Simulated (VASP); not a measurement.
```xyz
2
Lattice="0.0000 2.8553 2.8553 2.8553 0.0000 2.8553 2.8553 2.8553 0.0000" Properties=species:S:1:pos:R:3 pbc="T T T"
Hg     0.0000     0.0000     0.0000
S      1.4276     1.4276     1.4276
```

Level of theory: LDA (Ceperley-Alder, Perdew-Zunger), VASP's LDA PAW potentials (set 64) (plane waves; VASP 6.6.1). Run with 520 eV cut-off, 11×11×11 Γ-centred mesh, first-order Methfessel-Paxton smearing of 0.10 eV, potentials Hg S.

Unless said otherwise, spin-orbit coupling is left out, though it shifts the bands of the heavy elements here.

Question: Predict the energy per atom (σ→0), pressure, band gap (on the k-mesh) with the smallest direct gap where there is one.

Answer: 
- band gap (on the k-mesh) = none (metal, semimetal or under 0.01 eV)
- energy per atom (σ→0) = -2.968 eV/atom
- pressure = 4.78 GPa

The compound is HgS in the zinc blende structure, metacinnabar; cinnabar is the stable form. This cell is one point of a volume scan, at 0.94 of the reference volume.
